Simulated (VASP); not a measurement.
# TaSn11O24 (a cell with a defect) in VASP: single point with PBE

Aim: the single point of TaSn11O24 (a cell with a defect) with PBE.

Program: VASP 6.6.1. These are calculated values, not measurements. Logs are shortened: lines on timing, memory, paths and dates and some standing lists are left out, and cuts for length are marked.

### 1 Starting point

The cell holds a defect, 36 atoms: a = 6.738 Å, b = 6.738 Å, c = 9.622 Å, α = 90.00°, β = 90.00°, γ = 90.00°.

### 2 Single point, PBE

INCAR

```
SYSTEM = TaSn11O24
PREC     = Accurate       ! precision mode
ENCUT    = 520            ! plane-wave cutoff, eV
EDIFF    = 1E-7           ! SCF threshold, eV
ISMEAR   = -1             ! smearing method
SIGMA    = 0.01           ! smearing width, eV
LREAL    = Auto         
LASPH    = .True.         ! aspherical terms in the spheres
NELM     = 100            ! most SCF steps
ALGO     = Fast           ! electronic algorithm
ISIF     = 2              ! what is computed and relaxed
LWAVE    = .False.        ! write WAVECAR
LCHARG   = .False.        ! write CHGCAR
GGA      = PE             ! functional
NBANDS   = 178            ! bands
NELECT   = 308.0
```

KPOINTS

```
Automatic mesh
0
Gamma
  3 3 2
  0 0 0
```

POSCAR

```
TaSn11O24
1.0
    4.7648180450      4.7648180450      0.0000000000
   -4.7648180450      4.7648180450      0.0000000000
    0.0000000000      0.0000000000      9.6224993100
Ta Sn O
1 11 24
Direct
    0.5000000000      0.0000000000      0.1666666667
    0.5000000000      0.0000000000      0.5000000000
    0.5000000000      0.0000000000      0.8333333333
    0.0000000000      0.5000000000      0.1666666667
    0.0000000000      0.5000000000      0.5000000000
    0.0000000000      0.5000000000      0.8333333333
    0.0000000000      0.0000000000      0.0000000000
    0.0000000000      0.0000000000      0.3333333333
    0.0000000000      0.0000000000      0.6666666667
    0.5000000000      0.5000000000      0.0000000000
    0.5000000000      0.5000000000      0.3333333333
    0.5000000000      0.5000000000      0.6666666667
    0.5000000000      0.3059723000      0.1666666667
    0.5000000000      0.3059723000      0.5000000000
    0.5000000000      0.3059723000      0.8333333333
    0.0000000000      0.8059723000      0.1666666667
    0.0000000000      0.8059723000      0.5000000000
    0.0000000000      0.8059723000      0.8333333333
    0.5000000000      0.6940277000      0.1666666667
    0.5000000000      0.6940277000      0.5000000000
    0.5000000000      0.6940277000      0.8333333333
    0.0000000000      0.1940277000      0.1666666667
    0.0000000000      0.1940277000      0.5000000000
    0.0000000000      0.1940277000      0.8333333333
    0.3059723000      0.0000000000      0.0000000000
    0.3059723000      0.0000000000      0.3333333333
    0.3059723000      0.0000000000      0.6666666667
    0.8059723000      0.5000000000      0.0000000000
    0.8059723000      0.5000000000      0.3333333333
    0.8059723000      0.5000000000      0.6666666667
    0.6940277000      0.0000000000      0.0000000000
    0.6940277000      0.0000000000      0.3333333333
    0.6940277000      0.0000000000      0.6666666667
    0.1940277000      0.5000000000      0.0000000000
    0.1940277000      0.5000000000      0.3333333333
    0.1940277000      0.5000000000      0.6666666667
```

Potentials or basis: VASP PAW PBE potentials, release 64 (Ta_pv, Sn_d, O).

Run with:

```console
> cat potpaw_PBE.64/Ta_pv/POTCAR potpaw_PBE.64/Sn_d/POTCAR potpaw_PBE.64/O/POTCAR > POTCAR
> mpirun -np 1 vasp_std > vasp.out
```

OUTCAR:

```text
SYSTEM = TaSn11O24
   PREC = Accurate
   ENCUT = 520
   EDIFF = 1E-7
   ISMEAR = -1
   LREAL = Auto
   LASPH = .True.
   NELM = 100
   ISIF = 2
   GGA = PE
   NELECT = 308.0

 ion  position               nearest neighbor table
   1  0.500  0.000  0.167-  13 2.06  19 2.06  26 2.07  32 2.07  31 2.07  25 2.07   2 3.21   3 3.21

   2  0.500  0.000  0.500-  14 2.06  20 2.06  26 2.07  27 2.07  32 2.07  33 2.07   1 3.21   3 3.21
                            11 3.73  12 3.73   8 3.73   9 3.73  11 3.73  12 3.73   8 3.73   9 3.73
   3  0.500  0.000  0.833-  15 2.06  21 2.06  27 2.07  33 2.07  31 2.07  25 2.07   2 3.21   1 3.21
                             9 3.73  12 3.73  12 3.73   9 3.73  10 3.73  10 3.73   7 3.73   7 3.73
   4  0.000  0.500  0.167-  16 2.06  22 2.06  29 2.07  35 2.07  34 2.07  28 2.07   5 3.21   6 3.21
                             8 3.73  11 3.73   8 3.73  11 3.73   7 3.73  10 3.73  10 3.73   7 3.73
   5  0.000  0.500  0.500-  17 2.06  23 2.06  29 2.07  30 2.07  35 2.07  36 2.07   4 3.21   6 3.21
                            11 3.73  12 3.73   8 3.73   9 3.73   8 3.73   9 3.73  11 3.73  12 3.73
   6  0.000  0.500  0.833-  18 2.06  24 2.06  30 2.07  36 2.07  34 2.07  28 2.07   5 3.21   4 3.21
                             9 3.73  12 3.73   9 3.73  12 3.73   7 3.73  10 3.73  10 3.73   7 3.73
   7  0.000  0.000  0.000-  25 2.06  31 2.06  22 2.07  24 2.07  16 2.07  18 2.07   8 3.21   9 3.21
                             6 3.73   3 3.73   4 3.73   4 3.73   6 3.73   3 3.73
   8  0.000  0.000  0.333-  26 2.06  32 2.06  16 2.07  22 2.07  17 2.07  23 2.07   7 3.21   9 3.21
                             4 3.73   4 3.73   5 3.73   2 3.73   5 3.73   2 3.73
   9  0.000  0.000  0.667-  27 2.06  33 2.06  18 2.07  24 2.07  23 2.07  17 2.07   7 3.21   8 3.21
[... 29 lines left out ...]
  35  0.194  0.500  0.333-  11 2.06   4 2.07   5 2.07
  36  0.194  0.500  0.667-  12 2.06   6 2.07   5 2.07

  LATTYP: Found a simple tetragonal cell.
 ALAT       =     6.7384703015
 C/A-ratio  =     1.4279946159

  Lattice vectors:

 A1 = (   4.7648180450,   4.7648180450,   0.0000000000)
 A2 = (  -4.7648180450,   4.7648180450,   0.0000000000)
 A3 = (   0.0000000000,   0.0000000000,   9.6224993100)

Analysis of symmetry for initial positions (statically):
=====================================================================
 Subroutine PRICEL returns:
 Original cell was already a primitive cell.

 Routine SETGRP: Setting up the symmetry group for a
 simple tetragonal supercell.

 Subroutine GETGRP returns: Found  8 space group operations
 (whereof  4 operations were pure point group operations)
 out of a pool of 16 trial point group operations.

The static configuration has the point symmetry C_2v.
 The point group associated with its full space group is D_2h.

Analysis of symmetry for dynamics (positions and initial velocities):
[... 177 lines left out ...]
   EFERMI =   0.00;   METHOD = LEGACY
   ISMEAR =    -1;   SIGMA  =   0.01  broadening in eV -4-tet -1-fermi 0-gaus
   EFERMI_NEDOS =   21; number of points for ismear=-14 and -15
   IALGO  =     68    algorithm
   IMIX   =      4    mixing-type and parameters
     AMIX     =   0.40;   BMIX     =  1.00
     AMIX_MAG =   1.60;   BMIX_MAG =  1.00
  volume/ion in A,a.u.               =      12.14        81.90
  Fermi-wavevector in a.u.,A,eV,Ry     =   1.456984  2.753301 28.882495  2.122803
  Thomas-Fermi vector in A             =   2.573839
   LORBIT       =      0    0 simple, 1 ext, 2 COOP (PROOUT), +10 PAW based schemes
   GGA     = PE    functional components
   LHFCALC =     F    Hartree Fock is set to
   AEXX    =    0.0000 exact exchange contribution
   IVDW    =     0    specifies the selected vdW correction
   LEPSILON=     F    determine dielectric tensor
   LRPA    =     F    only Hartree local field effects (RPA)
 non-spin polarized calculation
 RMM-DIIS sequential band-by-band and
  energy-cutoff  :      520.00
  volume of cell :      436.93
 maximum number of plane-waves:     11780
 NGX is ok and might be reduce to    50
   NGX = 25   NGY = 25   NGZ = 35

 number of electron     308.0000029 magnetization

 Free energy of the ion-electron system (eV)
  ---------------------------------------------------
  ext. energy  EPLUGINS =         0.00000000
  ---------------------------------------------------
  free energy    TOTEN  =      -242.23935503 eV

  energy without entropy =     -242.23935503  energy(sigma->0) =     -242.23935503

 E-fermi :   6.0392     XC(G=0): -11.1438

 val. band max:        5.7157363219   @ k =   0.0000   0.0000   0.0000
 cond. band min:       6.9993485517   @ k =   0.0000   0.0000   0.0000
 fundamental gap:      1.2836122298
 Fermi energy:         6.0392367766

 k-point     1 :       0.0000    0.0000    0.0000
  band No.  band energies     occupation
      1     -29.8543      2.00000
      2     -29.8388      2.00000
      3     -29.7212      2.00000
      4     -15.3211      2.00000
      5     -15.1633      2.00000
      6     -15.1126      2.00000
[... 1341 lines left out ...]
    165      11.5606      0.00000
    166      11.5637      0.00000
 [bands above 166 left out]

------------------------ aborting loop because EDIFF is reached ----------------------------------------

  FORCE on cell =-STRESS in cart. coord.  units (eV):
  Direction    XX          YY          ZZ          XY          YZ          ZX
  --------------------------------------------------------------------------------------
  -------------------------------------------------------------------------------------
  Total        2.7246930      2.7246930      5.4468964      2.2759005      0.0000000      0.0000000
  in kB        9.9911995      9.9911995     19.9732698      8.3455185      0.0000000      0.0000000
  external PRESSURE =      13.3185563 kB  Pullay stress =       0.0000000 kB

 VOLUME and BASIS-vectors are now :
 -----------------------------------------------------------------------------
  energy-cutoff  :      520.00
  volume of cell :      436.93
      direct lattice vectors                 reciprocal lattice vectors
     4.764818045  4.764818045  0.000000000     0.104935801  0.104935801  0.000000000
    -4.764818045  4.764818045  0.000000000    -0.104935801  0.104935801  0.000000000
     0.000000000  0.000000000  9.622499310     0.000000000  0.000000000  0.103923104

 POSITION                                       TOTAL-FORCE (eV/Angst)
 -----------------------------------------------------------------------------------
      2.38241      2.38241      1.60375         0.000000      0.000000      0.000000
      2.38241      2.38241      4.81125         0.000000      0.000000      1.376825
      2.38241      2.38241      8.01875         0.000000      0.000000     -1.376825
     -2.38241      2.38241      1.60375         0.000000      0.000000      0.000000
     -2.38241      2.38241      4.81125         0.000000      0.000000      0.319313
     -2.38241      2.38241      8.01875         0.000000      0.000000     -0.319313
[... 28 lines left out ...]
     -1.45790      3.30692      3.20750         0.195557      0.195557     -0.248304
     -1.45790      3.30692      6.41500         0.090729      0.090729      0.000000
 -----------------------------------------------------------------------------------
    total drift:                               -0.000000      0.000000      0.000009

  FREE ENERGIE OF THE ION-ELECTRON SYSTEM (eV)
  ---------------------------------------------------
  free  energy   TOTEN  =      -242.2393550296 eV

  energy  without entropy=     -242.2393550296  energy(sigma->0) =     -242.23935503
```

Wall time 12 min (1 thread of Intel Xeon 6975P-C (Granite Rapids), shared host); peak memory 0.64 GiB.

What came out:

| Item | Value |
| --- | --- |
| Free energy | -242.2394 eV |
| Largest force | 2.109 eV/Å |
| Band gap on the k mesh | 1.28 eV, direct |

Forces in eV/Å, atoms in the order of the input:
```
Ta   0.000  0.000  0.000
Sn   0.000  0.000  1.377
Sn   0.000  0.000 -1.377
Sn   0.000  0.000  0.000
Sn   0.000  0.000  0.319
Sn   0.000  0.000 -0.319
Sn   0.000  0.000 -0.434
Sn   0.000  0.000  0.434
Sn   0.000  0.000  0.000
Sn   0.000  0.000 -1.028
Sn   0.000  0.000  1.028
Sn   0.000  0.000  0.000
O    1.322 -1.322  0.000
O    0.200 -0.200 -0.336
O    0.200 -0.200  0.336
O   -0.130  0.130  0.000
O   -0.040  0.040 -0.280
O   -0.040  0.040  0.280
O   -1.322  1.322  0.000
O   -0.200  0.200 -0.336
O   -0.200  0.200  0.336
O    0.130 -0.130  0.000
O    0.040 -0.040 -0.280
O    0.040 -0.040  0.280
O    0.825  0.825  1.757
O    0.825  0.825 -1.757
O   -0.017 -0.017  0.000
O   -0.196 -0.196  0.248
O   -0.196 -0.196 -0.248
O   -0.091 -0.091  0.000
O   -0.825 -0.825  1.757
O   -0.825 -0.825 -1.757
O    0.017  0.017  0.000
O    0.196  0.196  0.248
O    0.196  0.196 -0.248
O    0.091  0.091  0.000
```

Levels at points of the mesh, in eV from the valence-band top:
```
           k point  band 150  band 151  band 152  band 153  band 154  band 155  band 156  band 157  band 158  band 159
(0.00, 0.00, 0.00)     -0.70     -0.69     -0.67     -0.61      0.00      1.28      2.02      3.19      3.24      4.04
(0.00, 0.00, 0.50)     -0.67     -0.62     -0.61     -0.37     -0.11      2.09      2.58      2.78      3.18      3.24
```

Caveat: the cell carries a net charge on a neutralising background, which shifts energy and pressure; the cell is charged against a uniform background, so pressure and absolute levels hang on convention; spin-orbit coupling is left out, which moves the levels of the heavy elements.
